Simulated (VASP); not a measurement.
LaP, 2 atoms in the cell. It takes space group Fm-3m (No. 225, cubic). The conventional cell has a = 5.979 Å, b = 5.979 Å, c = 5.979 Å, α = 90.00°, β = 90.00°, γ = 90.00°. La (site symmetry m-3m) is surrounded by 6 P at 2.99 Å. Around P (site symmetry m-3m) lie 6 La at 2.99 Å. The cell comes from a database or a generator and needn't be the stable form of this composition.

| Item | Value |
| --- | --- |
| Program | VASP 6.6.1 |
| Task | single point |
| Functional | PBEsol |
| Potentials or basis | VASP PAW PBE potentials, release 64 (La, P) |
| Cutoff | 520 eV |
| k mesh | 10 × 10 × 10 |
| Occupations | gaussian, width 0.05 eV |
| Spin | no spin polarisation |
| Dipole correction | no |
| Further INCAR settings | ALGO = Normal; EDIFF = 1e-06; NBANDS = 15 |

Potentials or basis: VASP PAW PBE potentials, release 64 (La, P).

The run is started by

```console
$ cat potpaw_PBE.64/La/POTCAR potpaw_PBE.64/P/POTCAR > POTCAR
$ mpirun -np 1 vasp_std > vasp.out
```

Hardware: 1 thread of Intel(R) Xeon(R) Platinum 8488C (Sapphire Rapids), with other jobs on the host.

Estimate the wall time of this run.

It took 32 s on 1 thread of Intel(R) Xeon(R) Platinum 8488C (Sapphire Rapids), on a shared host, peak memory 0.2 GiB. Counts: scf iterations 15, k points 47.
